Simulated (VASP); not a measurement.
# CH₂BrF: convergence, NMR shieldings and orbital susceptibility

CH₂BrF, molecule in box, 5 atoms in the cell. PBE, GIPAW shieldings; PAW potentials F, C, Br, H (PBE set). VASP 6.6.1.

Wanted: isotropic shielding within 3 ppm; span within 6 ppm.

Isolated molecule: yes.

POSCAR of the starting run:
```
H2CBrF
1.0
   10.3500000000      0.0000000000      0.0000000000
    0.0000000000      9.8800000000      0.0000000000
    0.0000000000      0.0000000000      9.9300000000
F C Br H
1 1 1 2
Direct
    0.6019806841      0.5953593117      0.5053675680
    0.5501062841      0.4701163957      0.4966666677
    0.3863478261      0.4756022227      0.4028298107
    0.6136521739      0.4046406883      0.4385599154
    0.5308115942      0.4311690253      0.5971701893
```

The series start from ENCUT (eV): 600; Vacuum around the molecule (Å): 8; EDIFF (eV): 1e-8; PREC: Accurate; Projectors: LREAL = F, NLSPLINE = T; LNMR_SYM_RED: yes; ALGO: Normal. Each series keeps the choices made before it, and each single choice may use up half of a tolerance.

## ENCUT (eV)

| ENCUT (eV) | Isotropic shielding, largest deviation (ppm) | Span, largest deviation (ppm) | Time (s) |
|---|---|---|---|
| 400 | 5.1 | 2.6 | 131 |
| 500 | 3.0 | 0.9 | 158 |
| 600 | 1.2 | 0.4 | 198 |
| 700 | 0.6 | 0.2 | 267 |
| 800 | 0.2 | 0.1 | 327 |
| 1000 (reference) | 0.0 | 0.0 | 539 |

Chosen: 600, the loosest value from which every tighter one stays within half of the tolerance.

## Vacuum around the molecule (Å)

| Vacuum around the molecule (Å) | Isotropic shielding, largest deviation (ppm) | Span, largest deviation (ppm) | Time (s) |
|---|---|---|---|
| 6 | 7.0 | 61.0 | 85 |
| 8 | 0.5 | 6.6 | 198 |
| 10 | 0.4 | 1.0 | 308 |
| 12 (reference) | 0.0 | 0.0 | 665 |

Chosen: 10.

## EDIFF (eV)

| EDIFF (eV) | Isotropic shielding, largest deviation (ppm) | Span, largest deviation (ppm) | Time (s) |
|---|---|---|---|
| 0.0001 | 15.9 | 40.0 | 207 |
| 1e-5 | 3.7 | 12.0 | 324 |
| 1e-6 | 1.8 | 5.1 | 359 |
| 1e-7 | 0.5 | 2.4 | 386 |
| 1e-8 | 0.1 | 0.3 | 308 |
| 1e-9 (reference) | 0.0 | 0.0 | 461 |

Chosen: 1e-7.

## PREC

| PREC | Isotropic shielding, largest deviation (ppm) | Span, largest deviation (ppm) | Time (s) |
|---|---|---|---|
| Accurate | 0.0 | 0.0 | 386 |
| Normal | 0.0 | 0.0 | 229 |

Chosen: Normal, the fastest of those that stay within half of the tolerance.

## Projectors

| Projectors | Isotropic shielding, largest deviation (ppm) | Span, largest deviation (ppm) | Time (s) |
|---|---|---|---|
| LREAL = F, NLSPLINE = T | 0.0 | 0.0 | 229 |
| LREAL = Auto | 0.0 | 0.1 | 169 |
| LREAL = F, NLSPLINE = F | 0.0 | 0.1 | 219 |

Chosen: LREAL = F, NLSPLINE = T; no other choice that stays within half of the tolerance saves 30 % of the time.

## LNMR_SYM_RED

| LNMR_SYM_RED | Isotropic shielding, largest deviation (ppm) | Span, largest deviation (ppm) | Time (s) |
|---|---|---|---|
| yes | 0.0 | 0.0 | 229 |
| no | 0.0 | 0.0 | 219 |

Chosen: yes.

## ALGO

| ALGO | Isotropic shielding, largest deviation (ppm) | Span, largest deviation (ppm) | Time (s) |
|---|---|---|---|
| Normal | 0.0 | 0.0 | 229 |
| Fast | 0.0 | 0.0 | 228 |
| All | 0.0 | 0.0 | 226 |

Chosen: Normal.

The choices weren't compared together with a run at all the tightest settings, so their joint error isn't shown.

## The input

INCAR:
```
SYSTEM = H2CBrF
GGA = PE
PREC = Normal
ENCUT = 600
EDIFF = 1E-7
LREAL = .False.
LASPH = .True.
ALGO = Normal
NELM = 120
LWAVE = .False.
LCHARG = .False.
LCHIMAG = .True.
LNMR_SYM_RED = .True.
NLSPLINE = .True.
ISMEAR = 0
SIGMA = 0.01
```

KPOINTS:
```
k-points
0
Gamma
  1 1 1
```

POSCAR:
```
H2CBrF
1.0
   12.3500000000      0.0000000000      0.0000000000
    0.0000000000     11.8800000000      0.0000000000
    0.0000000000      0.0000000000     11.9300000000
F C Br H
1 1 1 2
Direct
    0.5854655935      0.5793055556      0.5044677242
    0.5419919061      0.4751473056      0.4972254828
    0.4047530364      0.4797095926      0.4191198676
    0.5952469636      0.4206944444      0.4488600134
    0.5258218623      0.4427567315      0.5808801324
```

Commands:
```
cat potpaw_PBE.64/F/POTCAR potpaw_PBE.64/C/POTCAR potpaw_PBE.64/Br/POTCAR potpaw_PBE.64/H/POTCAR > POTCAR
mpirun -np 4 vasp_std > vasp.out
```

The chosen input took VASP 6.6.1 229 s on 4 cores (Intel Xeon 6975P-C (Granite Rapids)), a shared host.

## An input that fails: step DQ far too short for the threshold

It runs to its end, but against the unchanged starting input it is off by 99.0 ppm in the isotropic shielding, 28.7 ppm in the span.

Changes against the starting input:
```
- EDIFF = 1e-08
+ EDIFF = 1e-05
+ DQ = 1e-06
```
